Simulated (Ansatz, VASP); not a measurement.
# Y: VASP beside Ansatz

Wanted: the spread between two codes on one cell, functional and k mesh. The cell is taken from a series of runs on this material, whose earlier steps may have relaxed, scaled, displaced or heated it; both programs get it as it stands.

Calculated with Ansatz 0.2.0; plane waves, with VASP 6.6.1 beside it; zone-centre phonons at PBEsol.

## (1) Set-up

The structure is hexagonal, space group P6_3/mmc (No. 194). Conventional cell: a = 3.495 Å, b = 3.495 Å, c = 5.446 Å, α = 90.00°, β = 90.00°, γ = 120.00°. Nearest to Y lie 12 Y at 3.39 to 3.49 Å.

## (2) VASP: zone-centre phonons, PBEsol

Second derivatives magnify differences that forces hide, and they need a tight electronic threshold.

Lines of VASP's logs that name or quote its potential files are left out, and so is its time.

INCAR

```
SYSTEM = Y
PREC = Accurate
ENCUT = 500
EDIFF = 1E-08
NELM = 120
ISMEAR = 1
SIGMA = 0.2
LREAL = .FALSE.
ALGO = Normal
GGA = PS
NBANDS = 17
LASPH = .TRUE.
LORBIT = 11
LWAVE = .FALSE.
LCHARG = .FALSE.
ISIF = 2
IBRION = 8
GGA_COMPAT = .FALSE.
KPAR = 2
```

POSCAR

```
Y
1.0
    3.4945061586      0.0000000000      0.0000000000
   -1.7472530793      3.0263311070      0.0000000000
    0.0000000000      0.0000000000      5.4456078137
Y
2
Direct
    0.3333333333      0.6666666667      0.2500000000
    0.6666666667      0.3333333333      0.7500000000
```

KPOINTS

```
Automatic mesh
0
Gamma
15 15 8
0 0 0
```

Potentials, in the order of the species: Y_sv (PBE family, release 64).

On the command line:

```
> mpirun -np 2 vasp_std
```

Numbers of over 12 decimals in the logs are rounded to 6 here.

Output:

```text
[banner, memory and clock lines left out]
running    2 mpi-ranks, on    1 nodes
 distrk:  each k-point on    1 cores,    2 groups
 distr:  one band on    1 cores,    1 groups

 POSCAR found type information on POSCAR Y
 POSCAR found :  1 types and       2 ions
|                                                                             |
|               ----> ADVICE to this user running VASP <----                  |
|                                                                             |
|     You enforced a specific xc type in the INCAR file but a different       |
|     [... a line on the potential file left out ...]
|     I HOPE YOU KNOW WHAT YOU ARE DOING!                                     |
|                                                                             |

 LDA part: xc-table for (Slater+PW92), standard interpolation
 POSCAR, INCAR and KPOINTS ok, starting setup
 FFT: planning ... GRIDC
 FFT: planning ... GRID_SOFT
 FFT: planning ... GRID
 WAVECAR not read
 entering main loop
       N       E                     dE             d eps       ncg     rms          rms(c)
DAV:   1     0.850589212374E+02    0.85059E+02   -0.11317E+04  4598   0.121E+03
DAV:   2    -0.685685054767E+01   -0.91916E+02   -0.90597E+02  5749   0.263E+02
DAV:   3    -0.137934834866E+02   -0.69366E+01   -0.68754E+01  8146   0.439E+01
DAV:   4    -0.139467202933E+02   -0.15324E+00   -0.15302E+00  5494   0.685E+00
DAV:   5    -0.139497219194E+02   -0.30016E-02   -0.30012E-02  6624   0.736E-01    0.358E+01
DAV:   6    -0.136348056063E+02    0.31492E+00   -0.41408E-01  4918   0.422E+00    0.221E+01
DAV:   7    -0.135976858142E+02    0.37120E-01   -0.81912E-01  6433   0.534E+00    0.185E+00
DAV:   8    -0.135851102564E+02    0.12576E-01   -0.13586E-01  5701   0.228E+00    0.508E-01
DAV:   9    -0.135850070265E+02    0.10323E-03   -0.46444E-03  6210   0.461E-01    0.173E-01
DAV:  10    -0.135849906369E+02    0.16390E-04   -0.68287E-04  5898   0.220E-01    0.727E-02
DAV:  11    -0.135849950262E+02   -0.43893E-05   -0.40593E-05  6707   0.459E-02    0.602E-02
DAV:  12    -0.135849914069E+02    0.36194E-05   -0.72152E-06  5405   0.211E-02    0.175E-02
DAV:  13    -0.135849915243E+02   -0.11739E-06   -0.10469E-06  5603   0.897E-03    0.536E-04
DAV:  14    -0.135849915183E+02    0.59340E-08   -0.41618E-08  5268   0.105E-03
   1 F= -.13584992E+02 E0= -.13584725E+02  d E =-.800109E-03
 Linear response reoptimize wavefunctions to high precision
DAV:   1    -0.135849915054E+02    0.12882E-07   -0.32322E-09  4978   0.328E-04
DAV:   2    -0.135849915055E+02   -0.39108E-10   -0.27979E-10  3158   0.102E-04
 Linear response DOF=           2
 Linear response progress:
  Degree of freedom:   1/  2
       N       E                     dE             d eps       ncg     rms          rms(c)
RMM:   1    -0.265795915410E+00   -0.26580E+00    0.39930E+00 22618   0.107E+01
RMM:   2    -0.251359639479E+00    0.14436E-01   -0.19083E-01 32755   0.201E+00    0.177E-01
RMM:   3    -0.252851672170E+00   -0.14920E-02   -0.15580E-02 38876   0.617E-01    0.862E-02
RMM:   4    -0.253263249529E+00   -0.41158E-03   -0.25852E-03 45108   0.223E-01    0.293E-02
RMM:   5    -0.253305302983E+00   -0.42053E-04   -0.48778E-04 47678   0.964E-02    0.187E-02
RMM:   6    -0.253193126543E+00    0.11218E-03   -0.10331E-04 47886   0.366E-02    0.574E-03
RMM:   7    -0.253139619661E+00    0.53507E-04   -0.96206E-05 48555   0.195E-02    0.221E-03
RMM:   8    -0.253128829493E+00    0.10790E-04   -0.10228E-04 48823   0.103E-02    0.160E-03
RMM:   9    -0.253113382675E+00    0.15447E-04   -0.77263E-05 48752   0.665E-03    0.617E-04
RMM:  10    -0.253112080668E+00    0.13020E-05   -0.53373E-05 49280   0.445E-03    0.508E-04
RMM:  11    -0.253109063092E+00    0.30176E-05   -0.32153E-05 49012   0.330E-03    0.137E-04
RMM:  12    -0.253108856871E+00    0.20622E-06   -0.20607E-05 49430   0.258E-03    0.174E-04
RMM:  13    -0.253108013949E+00    0.84292E-06   -0.13411E-05 48734   0.214E-03    0.810E-05
RMM:  14    -0.253107992422E+00    0.21528E-07   -0.90140E-06 49322   0.183E-03    0.133E-04
RMM:  15    -0.253109080631E+00   -0.10882E-05   -0.61565E-06 47425   0.161E-03    0.415E-04
RMM:  16    -0.253108447872E+00    0.63276E-06   -0.40855E-06 47266   0.143E-03    0.324E-04
RMM:  17    -0.253108157348E+00    0.29052E-06   -0.29485E-06 48367   0.129E-03    0.303E-04
RMM:  18    -0.253108278197E+00   -0.12085E-06   -0.19820E-06 47848   0.117E-03    0.370E-04
RMM:  19    -0.253107548293E+00    0.72990E-06   -0.13844E-06 46083   0.109E-03    0.240E-04
RMM:  20    -0.253108181930E+00   -0.63364E-06   -0.96990E-07 47030   0.101E-03    0.368E-04
RMM:  21    -0.253107847855E+00    0.33408E-06   -0.57837E-07 47695   0.942E-04    0.337E-04
RMM:  22    -0.253107910496E+00   -0.62642E-07   -0.43566E-07 48119   0.885E-04    0.369E-04
RMM:  23    -0.253107864524E+00    0.45972E-07   -0.25896E-07 48010   0.839E-04    0.380E-04
 first order change of Fermi-energy   0.15297E-04
 force on displaced ion       1 direction 1 :  -1.344   0.000   0.000
 Linear response progress:
  Degree of freedom:   2/  2
       N       E                     dE             d eps       ncg     rms          rms(c)
RMM:   1    -0.312372936885E+00   -0.31237E+00    0.42006E+00  7667   0.108E+01
RMM:   2    -0.302062558268E+00    0.10310E-01   -0.20162E-01 11183   0.198E+00    0.409E-01
RMM:   3    -0.304434291074E+00   -0.23717E-02   -0.14429E-02 12452   0.597E-01    0.186E-01
RMM:   4    -0.305183514210E+00   -0.74922E-03   -0.22441E-03 14603   0.234E-01    0.323E-02
RMM:   5    -0.305064040834E+00    0.11947E-03   -0.45007E-04 15209   0.981E-02    0.231E-02
RMM:   6    -0.304953026926E+00    0.11101E-03   -0.10370E-04 15942   0.444E-02    0.805E-03
RMM:   7    -0.304751685649E+00    0.20134E-03   -0.35760E-05 15594   0.195E-02    0.510E-03
RMM:   8    -0.304732971836E+00    0.18714E-04   -0.33536E-05 15966   0.101E-02    0.110E-03
RMM:   9    -0.304718298347E+00    0.14673E-04   -0.26043E-05 16330   0.558E-03    0.409E-04
RMM:  10    -0.304712589653E+00    0.57087E-05   -0.15106E-05 16416   0.341E-03    0.247E-04
RMM:  11    -0.304714833199E+00   -0.22435E-05   -0.34139E-06 16255   0.236E-03    0.177E-04
RMM:  12    -0.304713070401E+00    0.17628E-05    0.19555E-06 16039   0.183E-03    0.155E-04
RMM:  13    -0.304713683207E+00   -0.61281E-06    0.26843E-06 15982   0.151E-03    0.162E-04
RMM:  14    -0.304715542689E+00   -0.18595E-05    0.26251E-06 16137   0.129E-03    0.396E-04
RMM:  15    -0.304713902403E+00    0.16403E-05    0.27826E-06 15565   0.115E-03    0.229E-04
RMM:  16    -0.304713578737E+00    0.32367E-06    0.21995E-06 16167   0.100E-03    0.219E-04
RMM:  17    -0.304713612791E+00   -0.34053E-07    0.21366E-06 15980   0.907E-04    0.248E-04
RMM:  18    -0.304713223767E+00    0.38902E-06    0.18062E-06 15864   0.844E-04    0.226E-04
 first order change of Fermi-energy   0.50371E-04
 force on displaced ion       1 direction 3 :  -0.000   0.000  -4.458
 Linear response finished
```

From OUTCAR (step 2):

```text
ion  position               nearest neighbor table
   1  0.333  0.667  0.250-   2 3.39   2 3.39   2 3.39   2 3.39   2 3.39   2 3.39
   2  0.667  0.333  0.750-   1 3.39   1 3.39   1 3.39   1 3.39   1 3.39   1 3.39

  LATTYP: Found a hexagonal cell.
 ALAT       =     3.4945061586
 C/A-ratio  =     1.5583340153

 Subroutine GETGRP returns: Found 24 space group operations
 (whereof 12 operations were pure point group operations)

The static configuration has the point symmetry D_3d.
 The point group associated with its full space group is D_6h.

 Found    135 irreducible k-points:

   k-points           NKPTS =    135   k-points in BZ     NKDIM =    135   number of bands    NBANDS=     17

   dimension x,y,z NGX =    28 NGY =   28 NGZ =   40
   dimension x,y,z NGXF=    56 NGYF=   56 NGZF=   80

   ENCUT  =  500.0 eV  36.75 Ry    6.06 a.u.   6.37  6.37  9.93*2*pi/ulx,y,z

   NELECT =      22.0000    total number of electrons

 k-points in reciprocal lattice and weights: Automatic mesh
   0.00000000  0.00000000  0.00000000       0.001
   0.06666667  0.00000000  0.00000000       0.003
   0.13333333 -0.00000000  0.00000000       0.003
   0.20000000  0.00000000  0.00000000       0.003
   0.26666667 -0.00000000  0.00000000       0.003
   0.33333333  0.00000000  0.00000000       0.003
   0.40000000 -0.00000000  0.00000000       0.003
   0.46666667 -0.00000000  0.00000000       0.003
   0.06666667  0.06666667  0.00000000       0.003
[...]
0.33333333  0.26666667  0.50000000       0.007
   0.33333333  0.33333333  0.50000000       0.001

 average (electrostatic) potential at core
       1 -36.5264       2 -36.5264

  Total        1.3552033      1.3552033      1.3605951      0.0000000     -0.0000000      0.0000000
  in kB       37.7021753     37.7021753     37.8521773      0.0000000     -0.0000000      0.0000000
  external PRESSURE =      37.7521760 kB  Pullay stress =       0.0000000 kB

  energy-cutoff  :      500.00
  volume of cell :       57.59
      direct lattice vectors                 reciprocal lattice vectors
     3.494506159  0.000000000  0.000000000     0.286163468  0.165216555  0.000000000
    -1.747253079  3.026331107  0.000000000     0.000000000  0.330433110  0.000000000
     0.000000000  0.000000000  5.445607814     0.000000000  0.000000000  0.183634230

 POSITION                                       TOTAL-FORCE (eV/Angst)
 -----------------------------------------------------------------------------------
     -0.00000      2.01755      1.36140        -0.000000      0.000000      0.000000
      1.74725      1.00878      4.08421         0.000000     -0.000000      0.000000
 -----------------------------------------------------------------------------------
    total drift:                               -0.000000      0.000000     -0.000000

 Eigenvectors and eigenvalues of the dynamical matrix
 ----------------------------------------------------

   1 f  =    4.951009 THz    31.108110 2PiTHz  165.147900 cm-1    20.475721 meV
             X         Y         Z           dx          dy          dz
     -0.000000  2.017554  1.361402     0.000000    0.000000    0.707107
      1.747253  1.008777  4.084206    -0.000000   -0.000000   -0.707107

   2 f  =    2.718311 THz    17.079652 2PiTHz   90.673097 cm-1    11.242026 meV
             X         Y         Z           dx          dy          dz
     -0.000000  2.017554  1.361402    -0.707107   -0.000000   -0.000000
      1.747253  1.008777  4.084206     0.707107    0.000000   -0.000000

   3 f  =    2.718311 THz    17.079652 2PiTHz   90.673097 cm-1    11.242026 meV
             X         Y         Z           dx          dy          dz
     -0.000000  2.017554  1.361402     0.000000   -0.707107   -0.000000
      1.747253  1.008777  4.084206    -0.000000    0.707107   -0.000000

   4 f/i=    0.000000 THz     0.000000 2PiTHz    0.000000 cm-1     0.000000 meV
             X         Y         Z           dx          dy          dz
     -0.000000  2.017554  1.361402     0.686035   -0.170114    0.020414
      1.747253  1.008777  4.084206     0.686035   -0.170114    0.020414

   5 f/i=    0.000000 THz     0.000000 2PiTHz    0.000001 cm-1     0.000000 meV
             X         Y         Z           dx          dy          dz
     -0.000000  2.017554  1.361402     0.170290    0.667703   -0.158665
      1.747253  1.008777  4.084206     0.170290    0.667703   -0.158665

   6 f/i=    0.000000 THz     0.000000 2PiTHz    0.000002 cm-1     0.000000 meV
             X         Y         Z           dx          dy          dz
     -0.000000  2.017554  1.361402     0.018895    0.158854    0.688773
      1.747253  1.008777  4.084206     0.018895    0.158854    0.688773

 ELASTIC MODULI CONTR FROM IONIC RELAXATION (kBar)
 Direction    XX          YY          ZZ          XY          YZ          ZX
 --------------------------------------------------------------------------------
 XX         -56.3520     56.3520     -0.0000      0.0000     -0.0000      0.0000
 YY          56.3520    -56.3520      0.0000     -0.0000     -0.0000      0.0000
 ZZ          -0.0000      0.0000     -0.0000      0.0000     -0.0000      0.0000
 XY           0.0000     -0.0000      0.0000    -56.3520      0.0000      0.0000
 YZ          -0.0000     -0.0000     -0.0000      0.0000     -0.0000      0.0000
 ZX           0.0000      0.0000      0.0000      0.0000      0.0000      0.0000
 --------------------------------------------------------------------------------
```

## (3) Ansatz: zone-centre phonons, PBEsol

Ansatz runs on its PAW soft_1 files.

The same cell, functional, mesh and smearing now go to Ansatz, which takes its cutoff from its data sets.

input.yaml

```yaml
crystal:
  lattice:
    - [3.4945061586, 0.0, 0.0]
    - [-1.7472530793, 3.026331107, 0.0]
    - [0.0, 0.0, 5.4456078137]
  atoms:
    - { symbol: "Y", position: [0.3333333333, 0.6666666667, 0.25] }
    - { symbol: "Y", position: [0.6666666667, 0.3333333333, 0.75] }
kpoints:
  mp_grid: { grid: [15, 15, 8] }
hamiltonian:
  xc: pbesol
  pseudopotentials: { kind: paw, azcp: { folder: soft_1 }, xc_functional: pbe }
scf:
  occupations: { method: methfessel_paxton, width: 0.2 }
output:
  eigenvalues: true
phonons:
  method: dfpt
```

On the command line:

```
> ansatz run input.yaml --threads 4 --pin off --max-ram 10240MiB --backend cpu --events-out ev --progress --plain --runs-dir out
```

Output:

```text
zone centre: on kpoints.mp_grid the ground state, and the responses unless they are solved on pairs of k-points, stand on 320 of the mesh's 1800 k-points, reduced under 4 symmetry operations, with k and −k counted as one. Each operation leaves every solved displacement unchanged or reverses it
Engine: ansatz 0.2.0, x86_64-unknown-linux-gnu
Pseudopotentials: kind: paw
Pseudopotential: Y, paw, valence charge 11, recommended cutoff 420 eV (normal), soft_1/Y.paw.azcp
Functional definition: PBEsol
  exchange = pbesol_x
  correlation = pbesol_c
Crystal: 2 atoms, lattice volume = 57.590 Å³
Basis set: ecut = 420 eV, 1105 PW (Γ), exchange–correlation on 48×48×80 points (8 copies of the dense FFT grid, shifted against one another)
Bands: 15, of which v1, the nominal top of the filled ones, is band 11 counted from 1 (10 counted from 0)
Symmetry: 24 space group operations
k-points: 320 of 1800 (irreducible under 4 space group operations, time reversal used)
Non-local potential: Y, projectors of the file, l = 0: 3, l = 1: 2, l = 2: 2, l = 3: 1
PAW form: soft (Blöchl's): semilocal exchange-correlation on the pseudo side does not see the compensation charge
PAW frozen core: Y, regenerated for the run's functional, and the local potential with it (the file was generated under x = pbe(κ = 0.804, μ = 0.219515), c = pbe(β = 0.066725))
PAW one-centre angular grid: Y, 590 points (default); XC on 64 Gauss nodes
Initial density: superposition of atomic densities (chi_scale 0.1, normalization cell)
Initial wavefunctions: pseudopotential atomic-orbital guess
Functional: x = pbesol(κ = 0.804, μ = 0.123457), c = pbesol(β = 0.046)
SCF iter   1: F=—  HF=-7590.190074 eV  |F-HF|=—  |Δ(HF+E_count)|=         —  Δρ=1.43e-2  dr2=1.72e-1  ethr=3.10e-3  ⟨swp⟩=4.5  Hψ=20572  notcnv=0
preconditioner: auto → Kerker (q_TF=auto, 2.324 Å⁻¹)  [metal: Δε(μ)=0.007 eV  Ē_g=2.780 eV  σ=0.200 eV  W_gap=0.03  n_scr=10 (ndim 8)  ℏωp=12.0 eV  f_vac=0.000  D(μ)=3.49/eV (n_scr^D=34)]
SCF iter   2: F=—  HF=-7590.150790 eV  |F-HF|=—  |Δ(HF+E_count)|=   3.93e-2  S|Δr|=    0.00e0  Δρ=8.74e-3  dr2=6.52e-2  ethr=7.84e-4  ⟨swp⟩=1.0  Hψ=7360  notcnv=0
SCF iter   3: F=—  HF=-7590.128146 eV  |F-HF|=—  |Δ(HF+E_count)|=   2.26e-2  S|Δr|=    0.00e0  Δρ=1.43e-3  dr2=1.22e-3  ethr=2.96e-4  ⟨swp⟩=2.9  Hψ=8412  notcnv=0
SCF iter   4: F=—  HF=-7590.128015 eV  |F-HF|=—  |Δ(HF+E_count)|=   1.31e-4  S|Δr|=    0.00e0  Δρ=2.46e-4  dr2=2.80e-5  ethr=5.57e-6  ⟨swp⟩=2.6  Hψ=7413  notcnv=0
SCF iter   5: F=—  HF=-7590.128008 eV  |F-HF|=—  |Δ(HF+E_count)|=   7.16e-6  S|Δr|=    0.00e0  Δρ=5.09e-5  dr2=9.16e-7  ethr=1.27e-7  ⟨swp⟩=2.0  Hψ=8249  notcnv=0
SCF iter   6: F=—  HF=-7590.128008 eV  |F-HF|=—  |Δ(HF+E_count)|=   7.53e-8  S|Δr|=    0.00e0  Δρ=7.19e-6  dr2=2.04e-8  ethr=4.17e-9  ⟨swp⟩=1.0  Hψ=4810  notcnv=0
SCF iter   7: F=—  HF=-7590.128008 eV  |F-HF|=—  |Δ(HF+E_count)|=   5.53e-9  S|Δr|=    0.00e0  Δρ=1.52e-6  dr2=8.67e-10  ethr=9.28e-11  ⟨swp⟩=2.0  Hψ=7339  notcnv=0
SCF iter   8: F=-7590.128008 eV  HF=-7590.128008 eV  |F-HF|=9.09e-13  |Δ(HF+E_count)|=  1.45e-10  S|Δr|=    0.00e0  Δρ=1.18e-7  dr2=6.61e-12  ethr=1.00e-12  ⟨swp⟩=4.1  Hψ=24406  notcnv=0
SCF 1 converged in 8 iterations: F = -7590.128008 eV  dr2 = 6.61e-12
  greatest PAW one-centre occupation: 0.993 electrons in one spin orbital (limit 2), on the Y atom at site 1 (counted from 0), in its partial waves of l = 0
DFPT response loops at Γ: preconditioner auto → Kerker (q_TF=auto, 2.324 Å⁻¹) (partly filled bands, converged f_vac=0.000); β = 1.00, the filter's whole step (`scf.mixing.beta` (0.50) is not read by the response loops under this deck's `scf.mixing.preconditioner`; to damp them name `kerker` or `kerker_dos`, under which they read `scf.mixing.beta`, and type it under 1.00, their step now; both keys bind the ground state too); Broyden in place of MSR1
SCF converged after 8 iterations
Stability not checked: this state was not tested for a lower state beside it, because cold or Methfessel-Paxton smearing, or corrected tetrahedra, fill the levels in a way that the test cannot read (fill_not_monotonic; see scf.lower_state_search)
Free energy (F): -7590.128008 eV
Harris-Foulkes:  -7590.128008 eV  (|F-HF|=9.09e-13)
Internal energy: -7590.127152 eV  (E = F + TS)
E sigma→0 (E₀):  -7590.127794 eV
Entropy (-TS):   -0.000856 eV (-0.428 meV/atom)
Fermi energy:    10.836292 eV
--- Per-component energies (eV) ---
  E_band       = -204.981938
  E_kinetic    = 635.088084
  E_local      = -1110.280179  (includes V_loc(G=0)·N_el)
  E_nonlocal   = 57.863774
  E_hartree    = 351.368611
  E_xc         = -355.252456
  E_vxc        = -410.898782  (∫ρ·V_xc dr)
  E_paw        = -5527.924970  (= ΣΔE_a)
  E_vpaw       = -79.492119  (= ΣTr[D̂ρ^β])
  E_aug_tail   = 0.000045  (compensation charges beyond the density's cutoff)
  E_ewald      = -1641.287607
  E_core_change = 0.297547  (= ΣΔE_core)
  E_smearing   = -0.000856  (= −TS)
  E_closure    = -0.000000  (closes the sum)
  Σ components = -7590.128008   (vs F -7590.128008, Δ=0.00e0)
--- Band table (eV; the first three rows and the last of 320) ---
  k-point 0: bands = [... 7 lower, -10.9992, 5.9972, 8.7696, 12.2376, 12.6621, 12.6621, 13.0856, 13.3946]
  k-point 1: bands = [... 7 lower, -11.0378, 6.1170, 8.7328, 12.0803, 12.5886, 12.5886, 12.9682, 13.2847]
  k-point 2: bands = [... 7 lower, -11.0755, 6.4616, 8.5678, 11.7909, 12.4849, 12.4849, 12.6520, 13.0323]
  k-point 319: bands = [... 7 lower, -11.1716, 9.4196, 9.4196, 11.0132, 11.0132, 11.6474, 11.6474, 13.5769]
--- Phonons (Γ-DFPT): 2 representative perturbations + reference, on 320 of 1800 k-points (Σ response iterations 6) ---
  k mesh reduced under 4 symmetry operations, with k and −k counted as one. Each operation leaves every solved displacement unchanged or reverses it
  ASR residual: 9.145e-5 → 0.000e0 eV/Å²; symmetrization residual: 1.383e-13 eV/Å²
  ASR residual per site (eV/Å²): 9.14e-5 9.14e-5
  Γ frequencies (cm⁻¹): 0.00 0.00 0.00 90.43 90.43 165.94
  non-analytic LO–TO correction: not included (Born effective charges unavailable; polar crystals: no LO–TO splitting at Γ)
```

The column dr2 measures how far the density is from self-consistency, as an energy; F and HF (Harris–Foulkes) agree once it is small.

## (4) Side by side

Known differences besides the potentials themselves: the cutoff is 420 eV in Ansatz and 500 eV in VASP; Ansatz makes its cores anew for this functional, VASP keeps those of its PBE data sets. Total energies have different zeros and are not compared.

The two programs side by side:

```tsv
quantity	Ansatz	VASP	difference
optical mode 1 to 2 (cm⁻¹)	90.4	90.7	-0.27 %
optical mode 3 (cm⁻¹)	165.9	165.1	+0.48 %
```

Modes are paired by rising frequency, not by their patterns, so a pair may set unlike modes beside each other; they are those without the splitting of longitudinal modes.

## (5) What came out

- r.m.s. difference of the optical zone-centre modes, each program's sorted by frequency (zone-centre phonons, PBEsol): 0.50 cm⁻¹

What this shows: The r.m.s. difference of the optical zone-centre modes, each program's sorted by frequency is 0.50 cm⁻¹ (zone-centre phonons, PBEsol). Such differences can come from data sets, numerical settings and the points named under the comparisons, not from the functional's error against experiment.

[Lines on the potential files, build, host, timing and source positions are cut from VASP's logs without a mark.]

[Logs are printed without paths, hosts, clocks, repeated set-up lines and the standing remarks that a program may print on its own settings, such as how far it seeks lower states.]

[Hosts, paths, dates, database ids (printed as entryN), source tags and the programs' standing remarks are cut or masked in the printed files.]
